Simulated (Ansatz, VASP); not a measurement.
# Cross-check of SnSe (puckered SnSe bilayer, AB) between VASP and Ansatz, part 2 of 2

Wanted: the spread between two codes on one cell, functional and k mesh. The structure shown is the start of the Ansatz relaxation below; VASP solves that cell, so the two are compared at the walk's first step.

VASP 6.6.1 and Ansatz 0.2.0.

So far: Starting point; Ansatz: relaxation, PBE with D3(BJ).

## 3. VASP: single point, PBE with D3(BJ), start cell

Level of this step: PBE with D3(BJ); plane waves and PAW (Sn_d, Se) (VASP).

The same cell, functional, mesh and smearing now go to VASP, with its own data sets.

Lines of VASP's logs that name or quote its potential files are left out, and so is its time.

INCAR reads:

```
SYSTEM = SnSe
PREC = Accurate
ENCUT = 400
EDIFF = 1E-06
NELM = 120
ISMEAR = -1
SIGMA = 0.05
LREAL = .FALSE.
ALGO = Normal
GGA = PE
IVDW = 12
NBANDS = 49
LORBIT = 11
LWAVE = .FALSE.
LCHARG = .FALSE.
ISIF = 2
LDIPOL = .TRUE.
IDIPOL = 3
DIPOL = 0.5 0.5 0.5
LVHAR = .TRUE.
LASPH = .TRUE.
GGA_COMPAT = .FALSE.
EFERMI = MIDGAP
NELMDL = -8
KPAR = 2
```

POSCAR reads:

```
SnSe
1.0
    4.4000000000      0.0000000000      0.0000000000
    0.0000000000      4.2900000000      0.0000000000
    0.0000000000      0.0000000000     48.1872000000
Sn Se
4 4
Direct
    0.0600000000      0.0000000000      0.4108974998
    0.5600000000      0.5000000000      0.4688714015
    0.0600000000      0.5000000000      0.5311285985
    0.5600000000      0.0000000000      0.5891025002
    0.4400000000      0.5000000000      0.4129727396
    0.9400000000      0.0000000000      0.4667961616
    0.4400000000      0.0000000000      0.5332038384
    0.9400000000      0.5000000000      0.5870272604
```

KPOINTS reads:

```
Automatic mesh
0
Gamma
8 8 1
0 0 0
```

PAW data sets: Sn_d and Se (PBE family, release 64).

The run is started by

```
> mpirun -np 2 vasp_std
```

Numbers of over 12 decimals in the logs are rounded to 6 here.

What it wrote:

```text
[banner, memory and clock lines left out]
running    2 mpi-ranks, on    1 nodes
 distrk:  each k-point on    1 cores,    2 groups
 distr:  one band on    1 cores,    1 groups

 POSCAR found type information on POSCAR SnSe
 POSCAR found :  2 types and       8 ions
 LDA part: xc-table for (Slater+PW92), standard interpolation
 POSCAR, INCAR and KPOINTS ok, starting setup
 FFT: planning ... GRIDC
 FFT: planning ... GRID_SOFT
 FFT: planning ... GRID
 WAVECAR not read
 entering main loop
       N       E                     dE             d eps       ncg     rms          rms(c)
DAV:   1     0.586493750950E+03    0.58649E+03   -0.30606E+04  3106   0.110E+03
DAV:   2     0.447443613698E+02   -0.54175E+03   -0.52925E+03  2971   0.278E+02
DAV:   3    -0.292784114933E+02   -0.74023E+02   -0.72671E+02  3062   0.121E+02
DAV:   4    -0.330355066859E+02   -0.37571E+01   -0.37273E+01  2839   0.303E+01
DAV:   5    -0.331624932713E+02   -0.12699E+00   -0.12676E+00  3092   0.543E+00
DAV:   6    -0.331680812117E+02   -0.55879E-02   -0.55873E-02  3443   0.114E+00
DAV:   7    -0.331682149793E+02   -0.13377E-03   -0.13375E-03  3684   0.168E-01
DAV:   8    -0.331682179954E+02   -0.30161E-05   -0.30159E-05  3650   0.265E-02    0.688E+00
DAV:   9    -0.323703358697E+02    0.79788E+00   -0.15039E+00  3272   0.576E+00    0.439E+00
DAV:  10    -0.323540818950E+02    0.16254E-01   -0.68744E-01  3331   0.287E+00    0.129E+00
DAV:  11    -0.323385349655E+02    0.15547E-01   -0.85654E-02  3121   0.173E+00    0.395E-01
DAV:  12    -0.323372482074E+02    0.12868E-02   -0.11705E-02  2898   0.611E-01    0.123E-01
DAV:  13    -0.323369689684E+02    0.27924E-03   -0.75051E-04  3738   0.221E-01    0.776E-02
DAV:  14    -0.323364902434E+02    0.47872E-03   -0.53459E-04  3698   0.198E-01    0.287E-02
[...]
DAV:  20    -0.323370917293E+02   -0.10406E-03   -0.22867E-06  2024   0.538E-03    0.194E-03
DAV:  21    -0.323371466041E+02   -0.54875E-04   -0.13762E-06  1953   0.366E-03    0.120E-03
DAV:  22    -0.323371867312E+02   -0.40127E-04   -0.20734E-06  2023   0.426E-03    0.789E-04
DAV:  23    -0.323372030462E+02   -0.16315E-04   -0.28230E-07  1745   0.263E-03    0.353E-04
DAV:  24    -0.323372143153E+02   -0.11269E-04   -0.33063E-07  1789   0.126E-03    0.256E-04
DAV:  25    -0.323372208816E+02   -0.65664E-05   -0.24017E-07  1753   0.157E-03    0.182E-04
DAV:  26    -0.323372236604E+02   -0.27788E-05   -0.78883E-08  1717   0.934E-04    0.100E-04
DAV:  27    -0.323372245659E+02   -0.90551E-06   -0.29717E-08  1689   0.569E-04
   1 F= -.34686689E+02 E0= -.34686688E+02  d E =-.114543E-05
```

OUTCAR, selected parts (step 3):

```text
ion  position               nearest neighbor table
   1  0.060  0.000  0.411-   5 2.72   5 2.72   6 2.74
   2  0.560  0.500  0.469-   6 2.72   6 2.72   5 2.74   3 3.72   3 3.72
   3  0.060  0.500  0.531-   7 2.72   7 2.72   8 2.74   2 3.72   2 3.72
   4  0.560  0.000  0.589-   8 2.72   8 2.72   7 2.74
   5  0.440  0.500  0.413-   1 2.72   1 2.72   2 2.74
   6  0.940  0.000  0.467-   2 2.72   2 2.72   1 2.74
   7  0.440  0.000  0.533-   3 2.72   3 2.72   4 2.74
   8  0.940  0.500  0.587-   4 2.72   4 2.72   3 2.74

  LATTYP: Found a simple orthorhombic cell.
 ALAT       =     4.2900000000
 B/A-ratio  =     1.0256410256
 C/A-ratio  =    11.2324475524

 Subroutine GETGRP returns: Found  4 space group operations
 (whereof  2 operations were pure point group operations)

The static configuration has the point symmetry C_1h.
 The point group associated with its full space group is C_2v.

 Found     25 irreducible k-points:

   k-points           NKPTS =     25   k-points in BZ     NKDIM =     25   number of bands    NBANDS=     49

   dimension x,y,z NGX =    30 NGY =   28 NGZ =  320
   dimension x,y,z NGXF=    60 NGYF=   56 NGZF=  640

   ENCUT  =  400.0 eV  29.40 Ry    5.42 a.u.   7.18  7.00 78.58*2*pi/ulx,y,z

   NELECT =      80.0000    total number of electrons

 k-points in reciprocal lattice and weights: Automatic mesh
   0.00000000  0.00000000  0.00000000       0.016
   0.12500000  0.00000000  0.00000000       0.031
   0.25000000  0.00000000  0.00000000       0.031
   0.37500000  0.00000000  0.00000000       0.031
   0.50000000  0.00000000  0.00000000       0.016
   0.00000000  0.12500000  0.00000000       0.031
   0.12500000  0.12500000  0.00000000       0.062
   0.25000000  0.12500000  0.00000000       0.062
   0.37500000  0.12500000  0.00000000       0.062
[...]
0.37500000  0.50000000  0.00000000       0.031
   0.50000000  0.50000000  0.00000000       0.016

 dipolmoment           0.000000      0.000000      0.000000 electrons x Angstroem

 average (electrostatic) potential at core
       1-108.9652       2-109.0101       3-109.0101       4-108.9652       5 -60.2110
       6 -60.2739       7 -60.2739       8 -60.2110

 E-fermi :  -1.7789

 k-point     1 :       0.0000    0.0000    0.0000
  band No.  band energies     occupation
    ...
     36      -4.3347      2.00000
     37      -3.7299      2.00000
     38      -3.6416      2.00000
     39      -2.6967      2.00000
     40      -2.6690      2.00000
     41      -0.8475      0.00000
     42      -0.0001      0.00000
     43       0.2465      0.00000
     44       0.4164      0.00000
     45       0.8262      0.00000
    ...

 k-point     2 :       0.1250    0.0000    0.0000
  band No.  band energies     occupation
    ...
     36      -4.3041      2.00000
     37      -3.5422      2.00000
     38      -3.3796      2.00000
     39      -2.7727      2.00000
     40      -2.7352      2.00000
     41      -0.7667      0.00000
     42      -0.0737      0.00000
     43       0.3416      0.00000
     44       0.3853      0.00000
     45       0.7048      0.00000
    ...

 k-point     3 :       0.2500    0.0000    0.0000
  band No.  band energies     occupation
    ...
     36      -4.2578      2.00000
     37      -3.2142      2.00000
     38      -3.1781      2.00000
     39      -2.7663      2.00000
     40      -2.6202      2.00000
     41      -0.7797      0.00000
     42      -0.5535      0.00000
     43      -0.0604      0.00000
     44       0.1452      0.00000
     45       0.6849      0.00000
    ...

 Edisp (eV)   -2.34946

  Total       4.40259     3.54228     0.86946     0.00000     0.00000     0.00000
  in kB       7.75492     6.23953     1.53151     0.00000     0.00000     0.00000
  external pressure =        5.18 kB  Pullay stress =        0.00 kB

  energy-cutoff  :      400.00
  volume of cell :      909.58
      direct lattice vectors                 reciprocal lattice vectors
     4.400000000  0.000000000  0.000000000     0.227272727  0.000000000  0.000000000
     0.000000000  4.290000000  0.000000000     0.000000000  0.233100233  0.000000000
     0.000000000  0.000000000 48.187200000     0.000000000  0.000000000  0.020752399

 POSITION                                       TOTAL-FORCE (eV/Angst)
 -----------------------------------------------------------------------------------
      0.26400      0.00000     19.80000        -0.720446      0.000000     -0.258055
      2.46400      2.14500     22.59360        -0.667774      0.000000      0.387997
      0.26400      2.14500     25.59360        -0.667774      0.000000     -0.387997
      2.46400      0.00000     28.38720        -0.720446      0.000000      0.258055
      1.93600      2.14500     19.90000         0.694607      0.000000      0.024463
      4.13600      0.00000     22.49360         0.693613      0.000000     -0.031322
      1.93600      0.00000     25.69360         0.693613      0.000000      0.031322
      4.13600      2.14500     28.28720         0.694607      0.000000     -0.024463
 -----------------------------------------------------------------------------------
    total drift:                               -0.003805      0.000000     -0.000010

  FREE ENERGIE OF THE ION-ELECTRON SYSTEM (eV)
  ---------------------------------------------------
  free  energy   TOTEN  =       -34.6866890050 eV

  energy  without entropy=      -34.6866878596  energy(sigma->0) =      -34.68668843

 vacuum level on the upper side and lower side of the slab         2.319         2.319

 total charge
# of ion       s       p       d       tot
------------------------------------------
    1        1.354   0.782   9.991  12.127
    2        1.342   0.784   9.998  12.124
    3        1.342   0.784   9.998  12.124
    4        1.354   0.782   9.991  12.127
    5        1.473   2.340   0.025   3.838
    6        1.474   2.334   0.028   3.835
    7        1.474   2.334   0.028   3.835
    8        1.473   2.340   0.025   3.838
--------------------------------------------------
tot         11.286  12.481  40.082  63.849

[... 3 further parts left out ...]
```

## 4. Differences

Known differences besides the potentials themselves: Ansatz cuts the interaction across the vacuum, VASP repeats the sheet with a dipole correction; the data sets hold 120 valence electrons in Ansatz (on its default PAW (the set named soft_2) files) and 80 in VASP; the cutoff is 420 eV in Ansatz and 400 eV in VASP. Total energies have different zeros and are not compared.

Forces (eV/Å; atoms numbered as in POSCAR):

```csv
atom,"Ansatz x, y, z","VASP x, y, z"
Sn1,"-0.706, 0.000, -0.245","-0.720, 0.000, -0.258"
Sn2,"-0.656, 0.000, 0.374","-0.668, 0.000, 0.388"
Sn3,"-0.656, 0.000, -0.374","-0.668, 0.000, -0.388"
Sn4,"-0.706, 0.000, 0.245","-0.720, 0.000, 0.258"
Se5,"0.681, 0.000, 0.034","0.695, 0.000, 0.024"
Se6,"0.681, 0.000, -0.042","0.694, 0.000, -0.031"
Se7,"0.681, 0.000, 0.042","0.694, 0.000, 0.031"
Se8,"0.681, 0.000, -0.034","0.695, 0.000, -0.024"
```

The forces differ by 10 meV/Å r.m.s., which is 2.4 % of the r.m.s. force of 0.423 eV/Å (both taken over all components). With vacuum in the cell, a pressure given here is an average over mostly empty space and none of the material.

## 5. Summary of results

* r.m.s. force difference (single point, PBE with D3(BJ), start cell): 2.4 % of the r.m.s. force

In words: The r.m.s. force difference is 2.4 % of the r.m.s. force (single point, PBE with D3(BJ), start cell), within the 3 % picked in this series as the mark of a large difference. The data sets hold unlike numbers of valence electrons (120 in Ansatz and 80 in VASP), so part of the differences comes from the potentials. 1 further run of this series is not shown here. How closely two codes agree says nothing of how well the functional describes the real material.

[Lines on the potential files, build, host, timing and source positions are cut from VASP's logs without a mark.]

[Logs are printed without paths, hosts, clocks, repeated set-up lines and the standing remarks that a program may print on its own settings, such as how far it seeks lower states.]

[Hosts, paths, dates, database ids (printed as entryN), source tags and the programs' standing remarks are cut or masked in the printed files.]
